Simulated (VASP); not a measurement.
A run of VASP 6.6.1:

File INCAR:

```
ALGO = Fast ; EDIFF = 1E-4
EDIFFG = -0.08 ; ENCUT = 520
GGA = PE ; IBRION = 2
ISIF = 3 ; ISMEAR = 0
LASPH = T ; LCHARG = F
LREAL = F ; LWAVE = F
NELM = 60 ; NSW = 24
PREC = Normal ; SIGMA = 0.15
```

Contents of KPOINTS:

```
k-points
0
Gamma
  3 3 4
```

POSCAR

```
Nb2SnSe
1.0
    5.7179744800      0.0000000000      0.0000000000
   -2.8589872400      4.9519111600      0.0000000000
    0.0000000000      0.0000000000      3.7286371000
Nb Sn Se
2 1 1
Direct
    0.3333333300      0.6666666700      0.0000000000
    0.6666666700      0.3333333300      0.0000000000
    0.0000000000      0.0000000000      0.5000000000
    0.0000000000      0.0000000000      0.0000000000
```

Potentials or basis: VASP PAW PBE potentials, release 64 (Nb_sv, Sn_d, Se).

Launch:

```console
$ cat potpaw_PBE.64/Nb_sv/POTCAR potpaw_PBE.64/Sn_d/POTCAR potpaw_PBE.64/Se/POTCAR > POTCAR
$ mpirun -np 1 vasp_std > vasp.out
```

Hardware: 1 thread of Intel(R) Xeon(R) 6975P-C (Granite Rapids), on a shared host.

Question: Estimate the wall time of this run.

Answer: It took 3.6 min on 1 thread of Intel(R) Xeon(R) 6975P-C (Granite Rapids), on a shared host, peak memory 0.19 GiB. Counts: scf iterations 386, k points 9, ion steps 14.
